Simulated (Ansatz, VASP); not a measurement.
## Cross-check of H23C11 (amorphous polyisobutylene at 580 K) between VASP and Ansatz

Aim: how closely do two programs agree when they are given the same cell, functional and k mesh? The structure shown is the start of the Ansatz relaxation below; VASP solves that cell, so the two are compared at the walk's first step.

Method: plane waves, with VASP 6.6.1 beside it; single point at LDA, in Ansatz 0.2.0.

## Step 1: The structure

The cell holds 136 atoms: 44 C and 92 H. Its edges and angles: a = 11.232 Å, b = 11.232 Å, c = 11.232 Å, α = 90.0°, β = 90.0°, γ = 90.0°. As first built, before any earlier steps moved the atoms (in the runner's words): 2 polyisobutylene chains of 5 units placed at random, at 0.728 g/cm^3; overlaps pushed apart, then 20 ps at 800 K with MMFF94 bonds, angles, torsions, charges and radii (Halgren, J. Comput. Chem. 17, 490 (1996)) in harmonic and 12-6 forms; charges of ions scaled by 0.8. Snapshot after 30 ps at 580 K and fixed volume. The cell carries charge +1.

## Step 2: Ansatz: relaxation, LDA

Ansatz runs on its default PAW (the set named soft_2) files.

The two programs are compared at the cell with which this relaxation starts, whose forces are those of its first step.

input.yaml

```yaml
crystal:
  lattice:
    - [11.23193, 0.0, 0.0]
    - [0.0, 11.23193, 0.0]
    - [0.0, 0.0, 11.23193]
  atoms:
    - { symbol: C, position: [0.74127, 0.53058, 0.5884] }
    - { symbol: C, position: [0.80366, 0.47039, 0.69105] }
    - { symbol: C, position: [0.73923, 0.36385, 0.74731] }
    - { symbol: C, position: [0.81771, 0.3213, 0.84859] }
    - { symbol: C, position: [0.73135, 0.26559, 0.65462] }
    - { symbol: C, position: [0.61575, 0.40816, 0.78519] }
    - { symbol: C, position: [0.53016, 0.34068, 0.8688] }
    - { symbol: C, position: [0.52147, 0.20946, 0.83909] }
    - { symbol: C, position: [0.57356, 0.35295, 0.99645] }
    - { symbol: C, position: [0.41074, 0.40613, 0.85111] }
    - { symbol: C, position: [0.28763, 0.3675, 0.89835] }
    - { symbol: C, position: [0.20583, 0.47022, 0.86459] }
    - { symbol: C, position: [0.2443, 0.25773, 0.83147] }
    - { symbol: C, position: [0.29329, 0.34778, 0.03337] }
    - { symbol: C, position: [0.18244, 0.34426, 0.11391] }
    - { symbol: C, position: [0.13149, 0.46772, 0.13539] }
    - { symbol: C, position: [0.08414, 0.26714, 0.06185] }
    - { symbol: C, position: [0.21571, 0.28393, 0.2326] }
    - { symbol: C, position: [0.29141, 0.34074, 0.33142] }
    - { symbol: C, position: [0.32154, 0.24023, 0.41685] }
    - { symbol: C, position: [0.22276, 0.43374, 0.40167] }
    - { symbol: C, position: [0.40703, 0.39527, 0.28848] }
    - { symbol: H, position: [0.7191, 0.46696, 0.51695] }
    - { symbol: H, position: [0.79802, 0.60005, 0.54881] }
    - { symbol: H, position: [0.65791, 0.57434, 0.61638] }
    - { symbol: H, position: [0.82083, 0.53638, 0.76246] }
    - { symbol: H, position: [0.89223, 0.43856, 0.66177] }
    - { symbol: H, position: [0.90747, 0.30072, 0.81378] }
    - { symbol: H, position: [0.78424, 0.23936, 0.89102] }
    - { symbol: H, position: [0.82767, 0.38995, 0.91821] }
[... 100 atom lines left out ...]
    - { symbol: H, position: [0.45748, 0.81759, 0.49342] }
    - { symbol: H, position: [0.44223, 0.96622, 0.54782] }
    - { symbol: H, position: [0.56417, 0.8767, 0.59503] }
    - { symbol: H, position: [0.39952, 0.66717, 0.78614] }
    - { symbol: H, position: [0.54308, 0.71346, 0.73585] }
    - { symbol: H, position: [0.44173, 0.64343, 0.63523] }
total_charge: 1
kpoints:
  mp_grid: { grid: [1, 1, 1] }
hamiltonian:
  xc: lda
scf:
  occupations: { method: fermi_dirac, width: 0.01 }
  lower_state_search: "off"
output:
  forces: true
magnetization:
  spin_polarized: true
  initial_magnetization: 1
relax:
  f_tol: 0.05
  max_steps: 90
```

The run is started by

```sh
$ ansatz run input.yaml --threads 4 --pin off --max-ram 8192MiB --backend cpu --events-out ev --progress --plain --runs-dir out
```

Numbers of over 12 decimals in the logs are rounded to 6 here.

The program printed:

```text
Engine: ansatz 0.2.0, x86_64-unknown-linux-gnu
Pseudopotentials: kind: paw
Pseudopotential: C, paw, valence charge 4, recommended cutoff 420 eV (normal), C.paw.azcp
Pseudopotential: H, paw, valence charge 1, recommended cutoff 420 eV (normal), H.paw.azcp
Functional definition: SPW92
  exchange = slater_x
  correlation = pw_c
Crystal: 136 atoms, lattice volume = 1416.978 Å³
Basis set: ecut = 420 eV, 27633 PW (Γ)
Bands: 270, of which v1, the nominal top of the filled ones, is band 134 counted from 1 (133 counted from 0)
Symmetry: 1 space group operations
Space group: P1 (ITA 1), of the structure as read, at distance tolerance 1.1e-4 Å
Magnetic group: BNS 1.1 (UNI 1), of the structure as read, at distance tolerance 1.1e-4 Å
k-points: 1
Non-local potential: C, projectors of the file, l = 0: 2, l = 1: 2, l = 2: 1
Non-local potential: H, projectors of the file, l = 0: 2, l = 1: 1
PAW form: soft (Blöchl's): semilocal exchange-correlation on the pseudo side does not see the compensation charge
PAW frozen core: C, regenerated for the run's functional, and the local potential with it (the file was generated under x = pbe(κ = 0.804, μ = 0.219515), c = pbe(β = 0.066725))
PAW one-centre angular grid: C, 110 points (default); XC on 64 Gauss nodes
PAW one-centre angular grid: H, 110 points (default); XC on 64 Gauss nodes
Initial density: superposition of atomic densities (chi_scale 0.1, normalization cell)
Starting moments: Σ|m| = 1 μB on 136 of 136 sites
Initial wavefunctions: pseudopotential atomic-orbital guess
Functional: x = slater, c = lda
SCF iter   1: F=—  HF=-12223.723516 eV  |F-HF|=—  |Δ(HF+E_count)|=         —  Δρ=5.66e-2 (↑5.66e-2 ↓5.60e-2)  dr2=2.32e2  dr2_m=5.76e-2  M=1.000 μB ∫|m|=1.013 μB  β_m=1.00  ethr=3.10e-3  ⟨swp⟩=6.0  Hψ=2248  notcnv=0  defer=220
preconditioner: auto → Resta (q_TF=auto, 2.066 Å⁻¹)  ε∞=1.9  [insulator: Δε(μ)=0.073 eV  Ē_g=17.173 eV  σ=0.010 eV  W_gap=0.95  n_scr=202 (ndim 8)  ℏωp=16.1 eV  f_vac=0.203  D(μ)=4.98/eV (n_scr^D=18)  ε∞_Penn≈1.9]
spin=Collinear: Resta preconditioning applied to the charge; magnetization (m = ρ↑ − ρ↓) channel mixes plain (no charge-response kernel on spin).
SCF iter   2: F=—  HF=-12165.776026 eV  |F-HF|=—  |Δ(HF+E_count)|=         —  Δρ=3.29e-2 (↑3.19e-2 ↓3.29e-2)  dr2=6.58e1  dr2_m=4.40e-2  M=0.138 μB ∫|m|=0.241 μB  β_m=0.30  ethr=3.10e-3  ⟨swp⟩=3.0  Hψ=916  notcnv=0  defer=259
Mixer restart at iter 2: flushing history
preconditioner: auto → none  [metal: Δε(μ)=0.006 eV  Ē_g=16.263 eV  σ=0.010 eV  W_gap=0.14  n_scr=202 (ndim 8)  ℏωp=16.1 eV  f_vac=0.215  D(μ)=49.05/eV (n_scr^D=388)]
SCF iter   3: F=—  HF=-12147.919510 eV  |F-HF|=—  |Δ(HF+E_count)|=    1.79e1  Δρ=1.97e-2 (↑1.97e-2 ↓1.97e-2)  dr2=1.70e1  dr2_m=2.47e-2  M=0.989 μB ∫|m|=1.029 μB  β_m=0.30  ethr=3.10e-3  ⟨swp⟩=4.5  Hψ=579  notcnv=0  defer=259
SCF iter   4: F=—  HF=-12144.082422 eV  |F-HF|=—  |Δ(HF+E_count)|=    3.84e0  Δρ=1.11e-2 (↑9.98e-3 ↓1.11e-2)  dr2=6.54e0  dr2_m=3.50e-2  M=0.209 μB ∫|m|=0.304 μB  β_m=0.30  ethr=3.10e-3  ⟨swp⟩=3.0  Hψ=896  notcnv=0  defer=260
SCF iter   5: F=—  HF=-12142.454770 eV  |F-HF|=—  |Δ(HF+E_count)|=    1.63e0  Δρ=6.10e-3 (↑5.80e-3 ↓6.10e-3)  dr2=1.57e0  dr2_m=1.32e-2  M=0.902 μB ∫|m|=0.931 μB  β_m=0.30  ethr=2.45e-3  ⟨swp⟩=3.0  Hψ=424  notcnv=0  defer=260
SCF iter   6: F=—  HF=-12142.400978 eV  |F-HF|=—  |Δ(HF+E_count)|=   5.38e-2  Δρ=3.71e-3 (↑1.60e-3 ↓3.71e-3)  dr2=1.33e0  dr2_m=2.68e-2  M=0.329 μB ∫|m|=0.412 μB  β_m=0.30  ethr=5.89e-4  ⟨swp⟩=3.0  Hψ=873  notcnv=0  defer=260
SCF iter   7: F=—  HF=-12142.173974 eV  |F-HF|=—  |Δ(HF+E_count)|=   2.27e-1  Δρ=1.55e-3 (↑1.01e-3 ↓1.55e-3)  dr2=1.77e-1  dr2_m=6.53e-3  M=0.923 μB ∫|m|=0.949 μB  β_m=0.30  ethr=4.98e-4  ⟨swp⟩=3.0  Hψ=300  notcnv=0  defer=260
SCF iter   8: F=—  HF=-12142.277803 eV  |F-HF|=—  |Δ(HF+E_count)|=   1.04e-1  Δρ=3.55e-3 (↑6.68e-4 ↓3.55e-3)  dr2=9.84e-1  dr2_m=3.23e-2  M=0.699 μB ∫|m|=0.769 μB  β_m=0.30  ethr=6.62e-5  ⟨swp⟩=2.0  Hψ=634  notcnv=0  defer=260
SCF iter   9: F=—  HF=-12142.180668 eV  |F-HF|=—  |Δ(HF+E_count)|=   9.71e-2  Δρ=3.19e-3 (↑8.01e-4 ↓3.19e-3)  dr2=8.81e-1  dr2_m=2.01e-2  M=0.752 μB ∫|m|=0.796 μB  β_m=0.30  ethr=6.62e-5  ⟨swp⟩=4.0  Hψ=497  notcnv=0  defer=260
SCF iter  10: F=—  HF=-12142.171863 eV  |F-HF|=—  |Δ(HF+E_count)|=   8.80e-3  Δρ=3.05e-3 (↑3.61e-4 ↓3.05e-3)  dr2=6.28e-1  dr2_m=2.91e-2  M=0.849 μB ∫|m|=0.904 μB  β_m=0.30  ethr=6.62e-5  ⟨swp⟩=2.0  Hψ=632  notcnv=0  defer=260
SCF iter  11: F=—  HF=-12142.168495 eV  |F-HF|=—  |Δ(HF+E_count)|=   3.37e-3  Δρ=3.06e-3 (↑3.10e-4 ↓3.06e-3)  dr2=5.40e-1  dr2_m=3.13e-2  M=0.931 μB ∫|m|=0.974 μB  β_m=0.30  ethr=6.62e-5  ⟨swp⟩=3.0  Hψ=301  notcnv=0  defer=260
SCF iter  12: F=—  HF=-12142.155693 eV  |F-HF|=—  |Δ(HF+E_count)|=   1.28e-2  Δρ=8.73e-4 (↑3.60e-4 ↓8.73e-4)  dr2=3.03e-2  dr2_m=4.05e-3  M=0.992 μB ∫|m|=1.028 μB  β_m=0.30  ethr=6.62e-5  ⟨swp⟩=1.0  Hψ=280  notcnv=0  defer=260
[...]
- { symbol: H, position: [0.823561, 0.391182, 0.919953] }
    - { symbol: H, position: [0.817222, 0.246572, 0.620660] }
    - { symbol: H, position: [0.691912, 0.183303, 0.692552] }
    - { symbol: H, position: [0.670575, 0.293111, 0.580692] }
    - { symbol: H, position: [0.564797, 0.427541, 0.702226] }
    - { symbol: H, position: [0.624453, 0.499360, 0.828328] }
    - { symbol: H, position: [0.488364, 0.195971, 0.746969] }
    - { symbol: H, position: [0.459490, 0.163194, 0.899979] }
    - { symbol: H, position: [0.607354, 0.165259, 0.848145] }
    - { symbol: H, position: [0.514817, 0.303151, 0.060496] }
    - { symbol: H, position: [0.662565, 0.315701, 0.00887546] }
    - { symbol: H, position: [0.574192, 0.446386, 0.026109] }
    - { symbol: H, position: [0.397010, 0.416582, 0.754201] }
    - { symbol: H, position: [0.426274, 0.499395, 0.884709] }
    - { symbol: H, position: [0.113903, 0.449298, 0.884815] }
    - { symbol: H, position: [0.215234, 0.489528, 0.769634] }
    - { symbol: H, position: [0.232057, 0.552137, 0.915052] }
    - { symbol: H, position: [0.148524, 0.243276, 0.844523] }
    - { symbol: H, position: [0.289594, 0.174823, 0.860669] }
    - { symbol: H, position: [0.260456, 0.268366, 0.735444] }
    - { symbol: H, position: [0.340814, 0.260290, 0.048196] }
    - { symbol: H, position: [0.353847, 0.415515, 0.071061] }
    - { symbol: H, position: [0.066344, 0.465858, 0.207319] }
    - { symbol: H, position: [0.204335, 0.530925, 0.163478] }
[...]
- { symbol: C, position: [0.821929, 0.924609, 0.323211] }
    - { symbol: C, position: [0.887517, 0.897537, 0.208751] }
    - { symbol: C, position: [0.823779, 0.936073, 0.095526] }
    - { symbol: C, position: [0.790289, 0.067069, 0.103246] }
    - { symbol: C, position: [0.710281, 0.865338, 0.078055] }
    - { symbol: C, position: [0.905403, 0.928372, 0.984592] }
    - { symbol: C, position: [0.976902, 0.818240, 0.951803] }
    - { symbol: C, position: [0.082091, 0.796925, 0.034005] }
    - { symbol: C, position: [0.904368, 0.704792, 0.946945] }
    - { symbol: C, position: [0.037768, 0.843032, 0.827802] }
    - { symbol: C, position: [0.974630, 0.889648, 0.718176] }
    - { symbol: C, position: [0.945534, 0.021631, 0.722132] }
    - { symbol: C, position: [0.859688, 0.822225, 0.692147] }
    - { symbol: C, position: [0.052656, 0.861955, 0.606269] }
    - { symbol: C, position: [0.184140, 0.902068, 0.594568] }
    - { symbol: C, position: [0.203933, 0.901165, 0.459697] }
    - { symbol: C, position: [0.204485, 0.027143, 0.638894] }
    - { symbol: C, position: [0.263622, 0.808616, 0.653068] }
    - { symbol: C, position: [0.396708, 0.828367, 0.679564] }
    - { symbol: C, position: [0.415449, 0.909649, 0.785948] }
    - { symbol: C, position: [0.466461, 0.875055, 0.574083] }
    - { symbol: C, position: [0.445473, 0.706500, 0.712273] }
[...]
- { symbol: H, position: [0.389031, 0.00222147, 0.767786] }
    - { symbol: H, position: [0.510551, 0.910812, 0.810964] }
    - { symbol: H, position: [0.456310, 0.817282, 0.495403] }
    - { symbol: H, position: [0.440726, 0.966450, 0.549032] }
    - { symbol: H, position: [0.562170, 0.877531, 0.596929] }
    - { symbol: H, position: [0.396257, 0.668178, 0.788236] }
    - { symbol: H, position: [0.540294, 0.712827, 0.737590] }
    - { symbol: H, position: [0.438183, 0.643729, 0.636956] }
```

In the SCF lines HF is the Harris–Foulkes energy and dr2 the Hartree energy of the density residual, in eV; the loop may stop once dr2 is under the threshold and the program's other checks hold. Hψ counts applications of the Hamiltonian.

## Step 3: VASP: single point, LDA, start cell

The same cell, functional (in two slightly different forms), mesh and smearing now go to VASP, with its own data sets.

Lines of VASP's logs that name or quote its potential files are left out, and so is its time.

INCAR

```
SYSTEM = H23C11
PREC = Accurate
ENCUT = 520
EDIFF = 1E-06
NELM = 200
ISMEAR = -1
SIGMA = 0.01
LREAL = Auto
ALGO = Normal
GGA = CA
NELECT = 267
NBANDS = 228
ISPIN = 2
MAGMOM = 0 0.01 0.02 0 0 0.02 0.03 0 0 0.02 0.03 0.01 0 0.01 0.02 0 0 0 0 0 0 0 0 0 0.02 0 0 0.01 0.02 0 0 0.01 0.02 0 0.01 0.02 0.02 0.01 0 0.01 0.01 0 0 0 0 0 0 -0 0 0 0 0 0 0 -0 0 0 -0 0 0 0 0 -0 0 -0 0.01 0 -0 0 0 0 0 0 0 -0 0 0 0 0 -0 0 0 0 -0 0 0 0 -0 0 0 -0 0 0 0 0 -0 0 0 0 0 -0 0 -0 0 -0 0 0 0 0 0.01 0 0 0 0 -0 0 -0 0 -0 -0 -0 0 0 0 0 0.01 0 -0 0 0 0 0 0 -0 0 0
LORBIT = 11
LWAVE = .FALSE.
LCHARG = .FALSE.
ISIF = 2
LASPH = .TRUE.
GGA_COMPAT = .FALSE.
```

POSCAR

```
H23C11
1.0
   11.2319300000      0.0000000000      0.0000000000
    0.0000000000     11.2319300000      0.0000000000
    0.0000000000      0.0000000000     11.2319300000
C H
44 92
Direct
    0.7412706454      0.5305766685      0.5884028836
    0.8036641966      0.4703911082      0.6910477540
    0.7392318150      0.3638466408      0.7473070078
    0.8177134295      0.3212982987      0.8485896903
    0.7313524924      0.2655910427      0.6546159031
    0.6157534814      0.4081578144      0.7851900786
    0.5301582186      0.3406805420      0.8687999302
    0.5214687057      0.2094564336      0.8390899872
    0.5735612669      0.3529491370      0.9964538597
    0.4107397393      0.4061278872      0.8511092929
    0.2876264364      0.3674969484      0.8983496158
    0.2058328355      0.4702219476      0.8645887216
    0.2443035168      0.2577295264      0.8314688571
    0.2932888649      0.3477763839      0.0333691538
    0.1824441570      0.3442596241      0.1139074050
    0.1314912041      0.4677201514      0.1353908010
    0.0841440429      0.2671401976      0.0618504567
    0.2157064725      0.2839316128      0.2325958228
    0.2914102919      0.3407428643      0.3314212250
    0.3215386848      0.2402258561      0.4168473272
    0.2227577985      0.4337366775      0.4016673893
    0.4070271093      0.3952659961      0.2884811426
    0.8214616722      0.9288697490      0.3268360825
    0.8861077304      0.9006644450      0.2122965510
    0.8229306985      0.9393577061      0.0983268236
    0.7887958703      0.0699879718      0.1070519492
    0.7085692308      0.8688978653      0.0820785030
    0.9030683062      0.9301607115      0.9878800883
    0.9746232393      0.8198590981      0.9524721041
    0.0788199357      0.7973607385      0.0364229478
[... 100 atom lines left out ...]
    0.4574814836      0.8175887848      0.4934236592
    0.4422303202      0.9662186285      0.5478221463
    0.5641684020      0.8766970592      0.5950268565
    0.3995217207      0.6671694001      0.7861427199
    0.5430767464      0.7134570817      0.7358486030
    0.4417317416      0.6434334972      0.6352336598
```

KPOINTS

```
Automatic mesh
0
Gamma
1 1 1
0 0 0
```

PAW data sets: C and H (LDA family, release 64).

The run is started by

```sh
$ export OMP_NUM_THREADS=3
$ mpirun -np 1 vasp_gam
```

The program printed:

```text
[banner, memory and clock lines left out]
running    1 mpi-ranks, on    1 nodes
[...]
Offloading initialized ...    1 GPUs detected
[...]
LDA part: xc-table for (Slater(with rela. corr.)+CA(PZ))
 , standard interpolation
 POSCAR, INCAR and KPOINTS ok, starting setup
[...]
entering main loop
       N       E                     dE             d eps       ncg     rms          rms(c)
DAV:   1     0.155373500336E+04    0.15537E+04   -0.12631E+05   912   0.103E+03
DAV:   2    -0.637814173294E+03   -0.21915E+04   -0.20680E+04  1152   0.241E+02
DAV:   3    -0.857283858185E+03   -0.21947E+03   -0.21750E+03  1176   0.766E+01
DAV:   4    -0.863919139675E+03   -0.66353E+01   -0.66168E+01  1208   0.156E+01
DAV:   5    -0.864111629802E+03   -0.19249E+00   -0.19232E+00  1280   0.249E+00BRMIX: very serious problems
 the old and the new charge density differ
 old charge density:   268.00000 new  267.00000
    0.453E+01
DAV:   6    -0.792813764901E+03    0.71298E+02   -0.11434E+02  1064   0.164E+01    0.220E+01
DAV:   7    -0.781492876753E+03    0.11321E+02   -0.29300E+01  1160   0.884E+00    0.116E+01
DAV:   8    -0.779556924799E+03    0.19360E+01   -0.51112E+00  1160   0.392E+00    0.503E+00
DAV:   9    -0.779166278124E+03    0.39065E+00   -0.13721E+00  1096   0.237E+00    0.209E+00
[...]
DAV:  24    -0.779144811594E+03   -0.31751E-05   -0.89173E-06  1056   0.473E-03    0.615E-03
DAV:  25    -0.779144813551E+03   -0.19567E-05   -0.17976E-06   856   0.243E-03    0.260E-03
DAV:  26    -0.779144814158E+03   -0.60710E-06   -0.12252E-06   880   0.130E-03
   1 F= -.77914481E+03 E0= -.77913788E+03  d E =-.138611E-01  mag=    -0.9991
```

OUTCAR, selected parts (step 3):

```text
 magnetization (x)
# of ion       s       p       d       tot
------------------------------------------
    1        0.000  -0.002   0.000  -0.002
    2       -0.002  -0.020   0.000  -0.022
    3       -0.001  -0.025   0.000  -0.025
    4        0.000  -0.004   0.000  -0.004
    5        0.000  -0.003   0.000  -0.003
    6       -0.001  -0.032   0.000  -0.033
[...]
134        0.000  -0.000   0.000   0.000
  135       -0.001  -0.000   0.000  -0.001
  136        0.000  -0.000   0.000  -0.000
--------------------------------------------------
tot         -0.180  -0.575   0.000  -0.755
```

The run ends at a pressure of -0.55 GPa, with forces up to 1.1 eV/Å.

## Step 4: Comparison

Known differences besides the potentials themselves: VASP starts from the moments at which Ansatz ended; the two LDA forms differ slightly; the cutoff is 420 eV in Ansatz and 520 eV in VASP (PREC = Accurate, projectors in real space); VASP's log shows a relativistic correction to its local exchange, Ansatz's none. Total energies have different zeros and are not compared.

Forces on 10 of the 136 atoms, those with the largest forces and the largest differences (eV/Å; atoms numbered as in POSCAR):

| atom | Ansatz x, y, z | VASP x, y, z |
| --- | --- | --- |
| C3 | 0.093, -0.841, 0.170 | 0.083, -0.844, 0.174 |
| C7 | 0.078, -0.803, 0.765 | 0.078, -0.806, 0.762 |
| C10 | 0.365, 0.691, -0.433 | 0.366, 0.697, -0.424 |
| C11 | -0.618, -0.668, 0.388 | -0.608, -0.675, 0.396 |
| C29 | -0.285, -0.326, 0.861 | -0.293, -0.314, 0.856 |
| C32 | 0.190, 0.321, -0.788 | 0.177, 0.313, -0.788 |
| C33 | 0.019, 0.444, 0.801 | 0.030, 0.445, 0.807 |
| H50 | -0.004, -0.032, 0.007 | 0.043, -0.043, -0.010 |
| H72 | -0.040, -0.026, 0.025 | -0.014, -0.071, 0.034 |
| H81 | -0.014, 0.022, -0.049 | -0.059, 0.008, -0.026 |

The forces differ by 24 meV/Å r.m.s., which is 13.9 % of the r.m.s. force of 0.171 eV/Å (both taken over all components). Moments aren't recorded for both runs of this pair, so they may hold unlike magnetic states. The cell carries a charge of +1 e against a uniform background, so its pressure also hangs on how the neutralising background is counted, and in a defect's cell a gap may be the spacing between its levels.

## Step 5: Results

| Item | Value |
| --- | --- |
| r.m.s. force difference (single point, LDA, start cell) | 24 meV/Å |

In words: The r.m.s. force difference is 24 meV/Å (single point, LDA, start cell), beyond the 12 meV/Å picked in this series as the mark of a large difference. What causes the difference of the single point, LDA, start cell pair stays open here. 1 further run of this series is not shown here. Such differences can come from data sets, numerical settings and the points named under the comparisons, not from the functional's error against experiment.

[Lines on the potential files, build, host, timing and source positions are cut from VASP's logs without a mark.]

[Logs are printed without paths, hosts, clocks, repeated set-up lines and the standing remarks that a program may print on its own settings, such as how far it seeks lower states.]

[Hosts, paths, dates, database ids (printed as entryN), source tags and the programs' standing remarks are cut or masked in the printed files.]

[The MMFF94 radii named for the starting cell were scaled by 0.96; in molecules described by MMFF94, hydrogen bound to N, O or S took a small fixed 12-6 site in their place.]
